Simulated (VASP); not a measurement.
Output of a VASP run:

**OSZICAR**
```
       N       E                     dE             d eps       ncg     rms          rms(c)
DAV:   1     0.845039060789E+02    0.84504E+02   -0.88239E+03  1472   0.168E+03
DAV:   2     0.406864842921E+01   -0.80435E+02   -0.78493E+02  1591   0.317E+02
DAV:   3    -0.183814356645E+01   -0.59068E+01   -0.58804E+01  1811   0.740E+01
DAV:   4    -0.194442697829E+01   -0.10628E+00   -0.10624E+00  1666   0.110E+01
DAV:   5    -0.194729961746E+01   -0.28726E-02   -0.28726E-02  1911   0.159E+00    0.271E+00
DAV:   6    -0.189934516186E+01    0.47954E-01   -0.61111E-02  1805   0.360E+00    0.162E+00
DAV:   7    -0.188195754249E+01    0.17388E-01   -0.56631E-02  1639   0.179E+00    0.284E-01
DAV:   8    -0.188228526247E+01   -0.32772E-03   -0.39166E-03  1796   0.825E-01    0.795E-02
DAV:   9    -0.188248484130E+01   -0.19958E-03   -0.48685E-04  1549   0.247E-01    0.270E-02
DAV:  10    -0.188250151937E+01   -0.16678E-04   -0.26975E-05  1699   0.413E-02    0.925E-03
DAV:  11    -0.188251014373E+01   -0.86244E-05   -0.94281E-06  1486   0.319E-02    0.507E-03
DAV:  12    -0.188251041030E+01   -0.26657E-06   -0.34538E-07  1809   0.571E-03    0.598E-04
DAV:  13    -0.188251034600E+01    0.64301E-07   -0.50631E-08  1028   0.307E-03
   1 F= -.18825103E+01 E0= -.18825103E+01  d E =0.000000E+00
```

**OUTCAR**
```
------------------------ aborting loop because EDIFF is reached ----------------------------------------
  FORCE on cell =-STRESS in cart. coord.  units (eV):
  Direction    XX          YY          ZZ          XY          YZ          ZX
  --------------------------------------------------------------------------------------
  Total       -0.0090498     -0.0090498     -0.0090498      0.0000000     -0.0000000      0.0000000
  in kB       -0.2427863     -0.2427863     -0.2427863      0.0000000     -0.0000000      0.0000000
  external PRESSURE =      -0.2427863 kB  Pullay stress =       0.0000000 kB
  volume of cell :       59.72
      direct lattice vectors                 reciprocal lattice vectors
     0.000000000  3.102403027  3.102403027    -0.161165392  0.161165392  0.161165392
     3.102403027  0.000000000  3.102403027     0.161165392 -0.161165392  0.161165392
     3.102403027  3.102403027  0.000000000     0.161165392  0.161165392 -0.161165392
  FREE ENERGIE OF THE ION-ELECTRON SYSTEM (eV)
  ---------------------------------------------------
  free  energy   TOTEN  =        -1.8825103460 eV

  energy  without entropy=       -1.8825103460  energy(sigma->0) =       -1.88251035

 total charge

# of ion       s       p       d       tot
------------------------------------------
    1        0.925   0.723   9.959  11.608
    2        1.146   1.316   0.025   2.487
--------------------------------------------------
tot          2.071   2.039   9.984  14.094
```
(Selected blocks of OUTCAR.)

**POSCAR**
```
GaSb
1
    0.0000000000     3.1024030272     3.1024030272
    3.1024030272     0.0000000000     3.1024030272
    3.1024030272     3.1024030272     0.0000000000
Ga Sb
1 1
Direct
  0.0000000000   0.0000000000   0.0000000000
  0.2500000000   0.2500000000   0.2500000000
```

Question: Write an INCAR and KPOINTS that could have produced this output.

Answer: This is not unique; one that fits is the input of the run itself, optB88-vdW, plane waves, VASP's PBE PAW potentials (set 64).

**KPOINTS**
```
Automatic mesh
0
Gamma
11 11 11
0 0 0
```

### INCAR
```
! general
SYSTEM    =  GaSb
PREC      =  Accurate
ENCUT     =  520
LREAL     =  F
LASPH     =  T

! electronic loop
EDIFF     =  1E-7
NELM      =  100
ALGO      =  Normal
LMAXMIX   =  4

! smearing
ISMEAR    =  -5

! functional
GGA       =  BO
LUSE_VDW  =  T
AGGAC     =  0.0
PARAM1    =  0.1833333333
PARAM2    =  0.22

! ions
ISIF      =  2

! output
LWAVE     =  F
LCHARG    =  T
LORBIT    =  11
NEDOS     =  601
```

POTCAR, in this order: Ga_d Sb (PBE.64 set). Program: vasp_std.

For a metal the tetrahedron method with Blöchl corrections gives inexact stress and forces.

The compound is GaSb in the zinc blende structure. It was relaxed first, which changed the volume by +5 %.
